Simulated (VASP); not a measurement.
These are PBE GGA, VASP's PBE PAW potentials (set 64) (plane waves; VASP) values and carry that method's errors.

Input for VASP

POSCAR:
```
MgS
1
    0.0000000000     2.5724588947     2.5724588947
    2.5724588947     0.0000000000     2.5724588947
    2.5724588947     2.5724588947     0.0000000000
Mg S
1 1
Direct
  0.0000000000   0.0000000000   0.0000000000
  0.5000000000   0.5000000000   0.5000000000
```

**KPOINTS**
```
K-points
0
Gamma
  8 8 8
```

INCAR:
```
SYSTEM = MgS
PREC = Accurate
ENCUT = 480
EDIFF = 1E-7
NELM = 100
ALGO = Normal
LREAL = .FALSE.
LASPH = .TRUE.
ISMEAR = 0
SIGMA = 0.05
GGA = PE
LWAVE = .FALSE.
LCHARG = .FALSE.
ISIF = 2
```

POTCAR, in this order: Mg S (PBE.64 set). Program: vasp_std.

What VASP printed:

File OSZICAR:
```
       N       E                     dE             d eps       ncg     rms          rms(c)
DAV:   1     0.241116666295E+02    0.24112E+02   -0.37839E+03   488   0.781E+02
DAV:   2    -0.792895199843E+01   -0.32041E+02   -0.29452E+02   640   0.107E+02
DAV:   3    -0.887329510254E+01   -0.94434E+00   -0.94434E+00   584   0.256E+01
DAV:   4    -0.887754241759E+01   -0.42473E-02   -0.42473E-02   752   0.200E+00
DAV:   5    -0.887754569810E+01   -0.32805E-05   -0.32805E-05   608   0.491E-02    0.457E+00
DAV:   6    -0.852524446864E+01    0.35230E+00   -0.88791E-01   496   0.474E+00    0.361E+00
DAV:   7    -0.848479789657E+01    0.40447E-01   -0.23737E-01   592   0.263E+00    0.236E+00
DAV:   8    -0.848508752332E+01   -0.28963E-03   -0.12386E-02   544   0.944E-01    0.884E-01
DAV:   9    -0.848493769969E+01    0.14982E-03   -0.46782E-04   576   0.181E-01    0.259E-01
DAV:  10    -0.848497499772E+01   -0.37298E-04   -0.12268E-04   640   0.748E-02    0.132E-02
DAV:  11    -0.848497259755E+01    0.24002E-05   -0.19104E-05   576   0.229E-02    0.960E-03
DAV:  12    -0.848497259412E+01    0.34310E-08   -0.35504E-07   608   0.521E-03
   1 F= -.84849726E+01 E0= -.84849726E+01  d E =-.551313E-12
```

**OUTCAR**
```
------------------------ aborting loop because EDIFF is reached ----------------------------------------
  FORCE on cell =-STRESS in cart. coord.  units (eV):
  Direction    XX          YY          ZZ          XY          YZ          ZX
  --------------------------------------------------------------------------------------
  Total        0.7852887      0.7852887      0.7852887      0.0000000     -0.0000000      0.0000000
  in kB       36.9542663     36.9542663     36.9542663      0.0000000     -0.0000000      0.0000000
  external PRESSURE =      36.9542663 kB  Pullay stress =       0.0000000 kB
  volume of cell :       34.05
      direct lattice vectors                 reciprocal lattice vectors
     0.000000000  2.572458895  2.572458895    -0.194366565  0.194366565  0.194366565
     2.572458895  0.000000000  2.572458895     0.194366565 -0.194366565  0.194366565
     2.572458895  2.572458895  0.000000000     0.194366565  0.194366565 -0.194366565
 POSITION                                       TOTAL-FORCE (eV/Angst)
 -----------------------------------------------------------------------------------
      0.00000      0.00000      0.00000         0.000000      0.000000     -0.000000
      2.57246      2.57246      2.57246        -0.000000     -0.000000      0.000000
 -----------------------------------------------------------------------------------
    total drift:                                0.000000      0.000000      0.000000
  FREE ENERGIE OF THE ION-ELECTRON SYSTEM (eV)
  ---------------------------------------------------
  free  energy   TOTEN  =        -8.4849725941 eV

  energy  without entropy=       -8.4849725941  energy(sigma->0) =       -8.48497259
```
(Selected blocks of OUTCAR.)

The compound is MgS in the rock salt structure. This cell was strained or had an atom moved on purpose.
